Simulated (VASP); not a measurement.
Input of a VASP 6.6.1 run:

POSCAR

```
NaSb2Au
1.0
    4.3573000000      0.0000000000      0.0000000000
   -2.1786500000      3.7735400000      0.0000000000
    0.0000000000      0.0000000000      6.8184700000
Na Sb Au
1 2 1
Direct
    0.0000000000      0.0000000000      0.5000000000
    0.6666700000      0.3333300000      0.8163200000
    0.3333300000      0.6666700000      0.1836800000
    0.0000000000      0.0000000000      0.0000000000
```

File INCAR.step1:

```
PREC     = Accurate       # precision mode
ENCUT    = 520            # plane-wave cutoff, eV
EDIFF    = 1E-5           # SCF threshold, eV
ISMEAR   = -1             # smearing method
SIGMA    = 0.05           # smearing width, eV
LREAL    = False          # projectors in reciprocal space
LASPH    = True           # aspherical terms in the spheres
NELM     = 80             # most SCF steps
ALGO     = Normal         # electronic algorithm
ISIF     = 2              # what is computed and relaxed
LWAVE    = True           # write WAVECAR
LCHARG   = False          # write CHGCAR
NBANDS   = 22             # bands
GGA      = PE             # functional
```

File INCAR.step2:

```
PREC     = Accurate       # precision mode
ENCUT    = 520            # plane-wave cutoff, eV
EDIFF    = 1E-6           # SCF threshold, eV
ISMEAR   = -1             # smearing method
SIGMA    = 0.05           # smearing width, eV
LREAL    = False          # projectors in reciprocal space
LASPH    = True           # aspherical terms in the spheres
NELM     = 80             # most SCF steps
ALGO     = Normal         # electronic algorithm
ISIF     = 2              # what is computed and relaxed
LWAVE    = False          # write WAVECAR
LCHARG   = False          # write CHGCAR
GGA      = PE             # functional
LHFCALC  = True           # exact exchange
HFSCREEN = 0.2            # screening, 1/A
AEXX     = 0.15           # exact-exchange fraction
PRECFOCK = Fast         
NBANDS   = 22             # bands
ISTART   = 1
```

File KPOINTS:

```
regular mesh
0
Gamma
  4 4 2
```

Potentials or basis: VASP PAW PBE potentials, release 64 (Na_pv, Sb, Au).

Run with:

```bash
$ cat potpaw_PBE.64/Na_pv/POTCAR potpaw_PBE.64/Sb/POTCAR potpaw_PBE.64/Au/POTCAR > POTCAR
$ cp INCAR.step1 INCAR
$ mpirun -np 1 vasp_std > vasp.out
$ cp INCAR.step2 INCAR
$ mpirun -np 1 vasp_std > vasp.out
```

(1) Estimate the band gap on the k mesh.

(2) What does it give for the pressure?

## Answers

(1) none (metal or under the smearing width).

(2) -1.1 GPa.

Caveat: the k mesh is coarse (spacing up to 0.46 Å⁻¹), so the values aren't converged, least of all with exact exchange; the PAW data sets were made with another functional, which shifts forces and pressure a little.
